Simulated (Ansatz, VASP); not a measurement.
# Cross-check of SiCl3 between VASP and Ansatz, part 2 of 2

One calculation is typed for both programs; each brings its own data sets. How far apart do they land? The cell is generated by rule, not measured, and may not be a known phase. The cell is taken from a series of runs on this material, whose earlier steps may have relaxed, scaled, displaced or heated it; both programs get it as it stands.

VASP 6.6.1 and Ansatz 0.2.0.

So far: The structure; VASP: zone-centre phonons, PBE.

## 2. VASP: zone-centre phonons, PBE (continued)

Level of this step: PBE; plane waves and PAW (Si, Cl); invented cell (VASP).

Numbers of over 12 decimals in the logs are rounded to 6 here.

Parts of OUTCAR (step 2):

```text
ion  position               nearest neighbor table
   1  0.000  0.000  0.093-   4 2.05   3 2.37   2 2.37   3 2.37   2 2.37
   2  0.500  0.000  0.006-   1 2.37   1 2.37
   3  0.000  0.500  0.006-   1 2.37   1 2.37
   4  0.000  0.000  0.405-   1 2.05

  LATTYP: Found a simple tetragonal cell.
 ALAT       =     4.6007781252
 C/A-ratio  =     1.4335130514

 Subroutine GETGRP returns: Found  8 space group operations
 (whereof  8 operations were pure point group operations)

The static configuration has the point symmetry C_4v.

 Found    105 irreducible k-points:

   k-points           NKPTS =    105   k-points in BZ     NKDIM =    105   number of bands    NBANDS=     18

   dimension x,y,z NGX =    36 NGY =   36 NGZ =   48
   dimension x,y,z NGXF=    72 NGYF=   72 NGZF=   96

   ENCUT  =  500.0 eV  36.75 Ry    6.06 a.u.   8.39  8.39 12.02*2*pi/ulx,y,z

   NELECT =      25.0000    total number of electrons

 k-points in reciprocal lattice and weights: Automatic mesh
   0.00000000  0.00000000  0.00000000       0.001
   0.10000000  0.00000000  0.00000000       0.005
   0.20000000  0.00000000  0.00000000       0.005
   0.30000000  0.00000000  0.00000000       0.005
   0.40000000  0.00000000  0.00000000       0.005
   0.50000000  0.00000000  0.00000000       0.003
   0.10000000  0.10000000  0.00000000       0.005
   0.20000000  0.10000000  0.00000000       0.010
   0.30000000  0.10000000  0.00000000       0.010
[...]
0.50000000  0.40000000  0.50000000       0.005
   0.50000000  0.50000000  0.50000000       0.001

 average (electrostatic) potential at core
       1 -90.8189       2 -95.9441       3 -95.9441       4 -95.9180

  Total       -0.0589342     -0.0589342     -0.1610622      0.0000000      0.0000000      0.0000000
  in kB       -0.6763673     -0.6763673     -1.8484541      0.0000000      0.0000000      0.0000000
  external PRESSURE =      -1.0670629 kB  Pullay stress =       0.0000000 kB

  energy-cutoff  :      500.00
  volume of cell :      139.60
      direct lattice vectors                 reciprocal lattice vectors
     4.600778125  0.000000000  0.000000000     0.217354537  0.000000000  0.000000000
     0.000000000  4.600778125  0.000000000     0.000000000  0.217354537  0.000000000
     0.000000000  0.000000000  6.595275489     0.000000000  0.000000000  0.151623689

 POSITION                                       TOTAL-FORCE (eV/Angst)
 -----------------------------------------------------------------------------------
      0.00000      0.00000      0.61579         0.000000      0.000000      0.047546
      2.30039      0.00000      0.03791         0.000000     -0.000000      0.003078
      0.00000      2.30039      0.03791         0.000000     -0.000000      0.003078
      0.00000      0.00000      2.66969         0.000000     -0.000000     -0.053701
 -----------------------------------------------------------------------------------
    total drift:                                0.000000      0.000000      0.000479

 Eigenvectors and eigenvalues of the dynamical matrix
 ----------------------------------------------------

   1 f  =   16.320047 THz   102.541877 2PiTHz  544.378159 cm-1    67.494259 meV
             X         Y         Z           dx          dy          dz
      0.000000  0.000000  0.615791    -0.000000   -0.000000    0.799649
      2.300389  0.000000  0.037909    -0.000000    0.000000   -0.058514
      0.000000  2.300389  0.037909     0.000000   -0.000000   -0.058514
      0.000000  0.000000  2.669693     0.000000    0.000000   -0.594738

   2 f  =    6.676304 THz    41.948452 2PiTHz  222.697515 cm-1    27.610960 meV
             X         Y         Z           dx          dy          dz
      0.000000  0.000000  0.615791    -0.000000   -0.000000    0.389770
      2.300389  0.000000  0.037909    -0.000000    0.000000   -0.482178
      0.000000  2.300389  0.037909     0.000000   -0.000000   -0.482178
      0.000000  0.000000  2.669693     0.000000    0.000000    0.618941

   3 f  =    6.136141 THz    38.554512 2PiTHz  204.679639 cm-1    25.377029 meV
             X         Y         Z           dx          dy          dz
      0.000000  0.000000  0.615791    -0.074405    0.140758    0.000000
      2.300389  0.000000  0.037909    -0.324112   -0.607006   -0.000000
      0.000000  2.300389  0.037909     0.320862    0.613153    0.000000
      0.000000  0.000000  2.669693     0.069686   -0.131832    0.000000

   4 f  =    6.136141 THz    38.554512 2PiTHz  204.679639 cm-1    25.377029 meV
             X         Y         Z           dx          dy          dz
      0.000000  0.000000  0.615791    -0.140758   -0.074405   -0.000000
      2.300389  0.000000  0.037909    -0.613153    0.320862   -0.000000
      0.000000  2.300389  0.037909     0.607006   -0.324112    0.000000
      0.000000  0.000000  2.669693     0.131832    0.069686   -0.000000

   5 f  =    3.519846 THz    22.115843 2PiTHz  117.409414 cm-1    14.556906 meV
             X         Y         Z           dx          dy          dz
      0.000000  0.000000  0.615791    -0.000000   -0.000000   -0.000000
      2.300389  0.000000  0.037909    -0.000000   -0.000000    0.707107
      0.000000  2.300389  0.037909    -0.000000   -0.000000   -0.707107
      0.000000  0.000000  2.669693     0.000000    0.000000   -0.000000

   6 f  =    3.438781 THz    21.606501 2PiTHz  114.705402 cm-1    14.221651 meV
             X         Y         Z           dx          dy          dz
      0.000000  0.000000  0.615791     0.361343   -0.003397    0.000000
      2.300389  0.000000  0.037909     0.123064   -0.003667    0.000000
      0.000000  2.300389  0.037909     0.390076   -0.001157   -0.000000
      0.000000  0.000000  2.669693    -0.837878    0.007877    0.000000

   7 f  =    3.438781 THz    21.606501 2PiTHz  114.705402 cm-1    14.221651 meV
             X         Y         Z           dx          dy          dz
      0.000000  0.000000  0.615791     0.003397    0.361343    0.000000
      2.300389  0.000000  0.037909     0.001157    0.390076    0.000000
      0.000000  2.300389  0.037909     0.003667    0.123064   -0.000000
      0.000000  0.000000  2.669693    -0.007877   -0.837878    0.000000

   8 f  =    0.006946 THz     0.043641 2PiTHz    0.231684 cm-1     0.028725 meV
             X         Y         Z           dx          dy          dz
      0.000000  0.000000  0.615791    -0.113386   -0.441840    0.000000
      2.300389  0.000000  0.037909    -0.127966   -0.498468    0.000000
      0.000000  2.300389  0.037909    -0.127919   -0.498651    0.000000
      0.000000  0.000000  2.669693    -0.127247   -0.495850    0.000000

   9 f  =    0.006946 THz     0.043641 2PiTHz    0.231684 cm-1     0.028725 meV
             X         Y         Z           dx          dy          dz
      0.000000  0.000000  0.615791    -0.441840    0.113386    0.000000
      2.300389  0.000000  0.037909    -0.498651    0.127919    0.000000
      0.000000  2.300389  0.037909    -0.498468    0.127966    0.000000
      0.000000  0.000000  2.669693    -0.495850    0.127247    0.000000

  10 f/i=    0.005142 THz     0.032306 2PiTHz    0.171508 cm-1     0.021264 meV
             X         Y         Z           dx          dy          dz
      0.000000  0.000000  0.615791    -0.000000   -0.000000   -0.456772
      2.300389  0.000000  0.037909    -0.000000   -0.000000   -0.513887
      0.000000  2.300389  0.037909    -0.000000   -0.000000   -0.513887
      0.000000  0.000000  2.669693    -0.000000   -0.000000   -0.513029

  11 f/i=    4.731175 THz    29.726850 2PiTHz  157.815015 cm-1    19.566559 meV
             X         Y         Z           dx          dy          dz
      0.000000  0.000000  0.615791    -0.789925    0.109590   -0.000000
      2.300389  0.000000  0.037909     0.484056   -0.045903    0.000000
      0.000000  2.300389  0.037909     0.330874   -0.067155   -0.000000
      0.000000  0.000000  2.669693    -0.115528    0.016028   -0.000000

  12 f/i=    4.731175 THz    29.726850 2PiTHz  157.815015 cm-1    19.566559 meV
             X         Y         Z           dx          dy          dz
      0.000000  0.000000  0.615791    -0.109590   -0.789925    0.000000
      2.300389  0.000000  0.037909     0.067155    0.330874   -0.000000
      0.000000  2.300389  0.037909     0.045903    0.484056   -0.000000
      0.000000  0.000000  2.669693    -0.016028   -0.115528    0.000000

 ELASTIC MODULI CONTR FROM IONIC RELAXATION (kBar)
 Direction    XX          YY          ZZ          XY          YZ          ZX
 --------------------------------------------------------------------------------
 XX        -128.7814     90.2386    -57.8813      0.0000      0.0000      0.0000
 YY          90.2386   -128.7814    -57.8813      0.0000     -0.0000      0.0000
 ZZ         -57.8813    -57.8813   -834.3757      0.0000      0.0000     -0.0000
 XY           0.0000      0.0000      0.0000      0.0000      0.0000      0.0000
 YZ           0.0000     -0.0000      0.0000      0.0000    -87.4882      0.0000
 ZX           0.0000      0.0000     -0.0000      0.0000      0.0000    -76.8491
 --------------------------------------------------------------------------------
```

## 3. Ansatz: zone-centre phonons, PBE

Ansatz runs on norm-conserving files, of PseudoDojo where its log says so.

The same cell, functional, mesh and smearing now go to Ansatz, which takes its cutoff from its data sets.

input.yaml reads:

```yaml
crystal:
  lattice:
    - [4.6007781252, 0.0, 0.0]
    - [0.0, 4.6007781252, 0.0]
    - [0.0, 0.0, 6.5952754891]
  atoms:
    - { symbol: Si, position: [0.0, 0.0, 0.0933685397] }
    - { symbol: Cl, position: [0.5, 0.0, 0.0057479374] }
    - { symbol: Cl, position: [0.0, 0.5, 0.0057479374] }
    - { symbol: Cl, position: [0.0, 0.0, 0.4047886397] }
kpoints:
  mp_grid: { grid: [10, 10, 8] }
hamiltonian:
  xc: pbe
  pseudopotentials: { kind: nc }
scf:
  occupations: { method: methfessel_paxton, width: 0.2 }
output:
  eigenvalues: true
phonons:
  method: dfpt
```

On the command line:

```sh
$ ansatz run input.yaml --threads 4 --pin off --max-ram 14336MiB --backend cpu --events-out ev --progress --plain --runs-dir out
```

Output:

```text
zone centre: on kpoints.mp_grid the ground state, and the responses unless they are solved on pairs of k-points, stand on 180 of the mesh's 800 k-points, reduced under 4 symmetry operations, with k and −k counted as one. Each operation leaves every solved displacement unchanged or reverses it
Engine: ansatz 0.2.0, aarch64-unknown-linux-gnu
Pseudopotentials: kind: nc
Pseudopotential: Si, nc, valence charge 4, recommended cutoff 489.804952 eV (normal), Si.nc.azcp
Pseudopotential: Cl, nc, valence charge 7, recommended cutoff 789.130201 eV (normal), Cl.nc.azcp (PseudoDojo's, or run here from an input of PseudoDojo's: the run reads no file of this project's for it)
Functional definition: PBE
  parameter kappa = 0.804
  parameter beta = 0.066725
  exchange = pbe_x(kappa = kappa, mu = beta*pi^2/3)
  correlation = pbe_c(beta = beta)
Crystal: 4 atoms, lattice volume = 139.603 Å³
Basis set: ecut = 789.130201 eV, 7011 PW (Γ), exchange–correlation on 90×90×128 points (8 copies of the dense FFT grid, shifted against one another)
Bands: 17, of which v1, the nominal top of the filled ones, is band 13 counted from 1 (12 counted from 0)
Symmetry: 8 space group operations
k-points: 180 of 800 (irreducible under 4 space group operations, time reversal used)
Non-local potential: Si, projectors of the file, l = 0: 2, l = 1: 2, l = 2: 2
Non-local potential: Cl, projectors of the file, l = 0: 2, l = 1: 2, l = 2: 2
Initial density: superposition of atomic densities (chi_scale 0.1, normalization cell, long waves kept (reshape's long-wave potential 0.09 eV rms))
Initial wavefunctions: pseudopotential atomic-orbital guess
Functional: x = pbe(κ = 0.804, μ = 0.219515), c = pbe(β = 0.066725)
SCF iter   1: F=—  HF=-1457.009441 eV  |F-HF|=—  |Δ(HF+E_count)|=         —  Δρ=2.19e-2  dr2=6.11e-1  ethr=3.10e-3  ⟨swp⟩=9.2  Hψ=23622  notcnv=0
preconditioner: auto → LDOS  [metal: Δε(μ)=0.021 eV  Ē_g=11.449 eV  σ=0.200 eV  W_gap=0.09  n_scr=20 (ndim 8)  ℏωp=15.7 eV  f_vac=0.252  D(μ)=0.98/eV (n_scr^D=2)  β→1.0]
SCF iter   2: F=—  HF=-1456.892245 eV  |F-HF|=—  |Δ(HF+E_count)|=   1.17e-1  S|Δr|=    0.00e0  Δρ=7.24e-3  dr2=1.12e-1  ethr=2.44e-3  ⟨swp⟩=3.4  Hψ=8352  notcnv=0  defer=30
SCF iter   3: F=—  HF=-1456.858697 eV  |F-HF|=—  |Δ(HF+E_count)|=   3.35e-2  S|Δr|=    0.00e0  Δρ=2.04e-3  dr2=8.53e-3  ethr=4.48e-4  ⟨swp⟩=3.0  Hψ=6175  notcnv=0  defer=30
SCF iter   4: F=—  HF=-1456.856763 eV  |F-HF|=—  |Δ(HF+E_count)|=   1.93e-3  S|Δr|=    0.00e0  Δρ=5.48e-4  dr2=3.81e-4  ethr=3.41e-5  ⟨swp⟩=2.2  Hψ=4938  notcnv=0  defer=30
SCF iter   5: F=—  HF=-1456.856693 eV  |F-HF|=—  |Δ(HF+E_count)|=   7.06e-5  S|Δr|=    0.00e0  Δρ=1.19e-4  dr2=1.86e-5  ethr=1.53e-6  ⟨swp⟩=2.0  Hψ=5201  notcnv=0  defer=30
SCF iter   6: F=—  HF=-1456.856697 eV  |F-HF|=—  |Δ(HF+E_count)|=   4.82e-6  S|Δr|=    0.00e0  Δρ=3.33e-5  dr2=2.12e-6  ethr=7.45e-8  ⟨swp⟩=2.5  Hψ=5189  notcnv=0  defer=30
SCF iter   7: F=—  HF=-1456.856716 eV  |F-HF|=—  |Δ(HF+E_count)|=   1.83e-5  S|Δr|=    0.00e0  Δρ=1.22e-5  dr2=2.80e-7  ethr=8.50e-9  ⟨swp⟩=2.3  Hψ=4993  notcnv=0  defer=30
SCF iter   8: F=—  HF=-1456.856716 eV  |F-HF|=—  |Δ(HF+E_count)|=   5.96e-8  S|Δr|=    0.00e0  Δρ=3.63e-6  dr2=2.53e-8  ethr=1.12e-9  ⟨swp⟩=2.4  Hψ=5126  notcnv=0  defer=30
SCF iter   9: F=—  HF=-1456.856716 eV  |F-HF|=—  |Δ(HF+E_count)|=   7.35e-9  S|Δr|=    0.00e0  Δρ=1.12e-6  dr2=1.99e-9  ethr=1.01e-10  ⟨swp⟩=2.4  Hψ=4998  notcnv=0  defer=30
SCF iter  10: F=—  HF=-1456.856716 eV  |F-HF|=—  |Δ(HF+E_count)|=  3.29e-10  S|Δr|=    0.00e0  Δρ=2.72e-7  dr2=1.15e-10  ethr=7.95e-12  ⟨swp⟩=2.2  Hψ=5307  notcnv=0  defer=30
SCF iter  11: F=-1456.856716 eV  HF=-1456.856716 eV  |F-HF|=1.36e-12  |Δ(HF+E_count)|=  3.18e-12  S|Δr|=    0.00e0  Δρ=5.56e-8  dr2=3.43e-12  ethr=1.00e-12  ⟨swp⟩=11.2  Hψ=22498  notcnv=0
SCF 1 converged in 11 iterations: F = -1456.856716 eV  dr2 = 3.43e-12
DFPT response loops at Γ: preconditioner auto → none (partly filled bands, converged f_vac=0.288); β = 0.50; Broyden in place of MSR1
SCF converged after 11 iterations
Stability not checked: this state was not tested for a lower state beside it, because cold or Methfessel-Paxton smearing, or corrected tetrahedra, fill the levels in a way that the test cannot read (fill_not_monotonic; see scf.lower_state_search)
Free energy (F): -1456.856716 eV
Harris-Foulkes:  -1456.856716 eV  (|F-HF|=1.36e-12)
Internal energy: -1456.853640 eV  (E = F + TS)
E sigma→0 (E₀):  -1456.855947 eV
Entropy (-TS):   -0.003076 eV (-0.769 meV/atom)
Fermi energy:    1.062019 eV
Step filling:    the computed levels leave a gap of 0.0000 eV = 0.0 smearing widths at the electron count; against every level under it full and every level over it empty, smearing changes F+E_penalty+E_count by -0.890 meV and its σ→0 estimate by -0.121 meV
--- Per-component energies (eV) ---
  E_band       = -152.807281
  E_kinetic    = 495.294432
  E_local      = -1402.437140  (includes V_loc(G=0)·N_el)
  E_nonlocal   = 201.424596
  E_hartree    = 458.331204
  E_xc         = -406.747510
  E_vxc        = -363.751547  (∫ρ·V_xc dr)
  E_ewald      = -802.719223
  E_smearing   = -0.003076  (= −TS)
  E_closure    = -0.000000  (closes the sum)
  Σ components = -1456.856716   (vs F -1456.856716, Δ=0.00e0)
--- Band table (eV; the first three rows and the last of 180) ---
  k-point 0: bands = [... 9 lower, -2.0199, -1.8720, -1.5977, -1.5977, 5.0148, 5.7652, 5.7652, 6.7090]
  k-point 1: bands = [... 9 lower, -2.0210, -1.8439, -1.5974, -1.5974, 5.0912, 5.7987, 5.7987, 6.5879]
  k-point 2: bands = [... 9 lower, -2.0236, -1.7827, -1.5967, -1.5967, 5.2946, 5.8825, 5.8825, 6.3573]
  k-point 179: bands = [... 9 lower, -1.7679, -1.7679, -0.6838, 3.3963, 3.4466, 3.4466, 4.2580, 6.4762]
--- Phonons (Γ-DFPT): 7 representative perturbations + reference, on 180 of 800 k-points (Σ response iterations 21) ---
  k mesh reduced under 4 symmetry operations, with k and −k counted as one. Each operation leaves every solved displacement unchanged or reverses it
  ASR residual: 7.303e-5 → 0.000e0 eV/Å²; symmetrization residual: 2.511e-6 eV/Å²
  ASR residual per site (eV/Å²): 5.56e-5 7.30e-5 7.30e-5 2.65e-5
  Γ frequencies (cm⁻¹): -153.38 -153.38 0.00 0.00 0.00 112.92 112.92 117.82 204.50 204.50 222.74 548.57
  non-analytic LO–TO correction: not included (Born effective charges unavailable; polar crystals: no LO–TO splitting at Γ)
```

## 4. Differences

Known differences besides the potentials themselves: the cutoff is 789.13 eV in Ansatz and 500 eV in VASP. Total energies have different zeros and are not compared.

Compared:

| quantity | Ansatz | VASP | difference |
| --- | --- | --- | --- |
| optical mode 1 to 2 (imaginary, printed as negative) (cm⁻¹) | -153.4 | -157.8 | +4.4 |
| optical mode 3 to 4 (cm⁻¹) | 112.9 | 114.7 | -1.56 % |
| optical mode 5 (cm⁻¹) | 117.8 | 117.4 | +0.35 % |
| optical mode 6 to 7 (cm⁻¹) | 204.5 | 204.7 | -0.09 % |
| optical mode 8 (cm⁻¹) | 222.7 | 222.7 | +0.02 % |
| optical mode 9 (cm⁻¹) | 548.6 | 544.4 | +0.77 % |

Modes are paired by rising frequency, not by their patterns, so a pair may set unlike modes beside each other; they are those without the splitting of longitudinal modes.

## 5. Outcome

```
r.m.s. difference of the optical zone-centre modes, each program's sorted by frequency (zone-centre phonons, PBE) : 2.7 cm⁻¹
difference in optical mode 3 to 4 (zone-centre phonons, PBE)                                                      : -1.6 %
```

**Reading.** The r.m.s. difference of the optical zone-centre modes, each program's sorted by frequency is 2.7 cm⁻¹ (zone-centre phonons, PBE). Among the rows given in per cent, the largest difference of the zone-centre phonons, PBE pair is in optical mode 3 to 4, -1.6 %. Such differences can come from data sets, numerical settings and the points named under the comparisons, not from the functional's error against experiment.

[Lines on the potential files, build, host, timing and source positions are cut from VASP's logs without a mark.]

[Logs are printed without paths, hosts, clocks, repeated set-up lines and the standing remarks that a program may print on its own settings, such as how far it seeks lower states.]

[Hosts, paths, dates, database ids (printed as entryN), source tags and the programs' standing remarks are cut or masked in the printed files.]
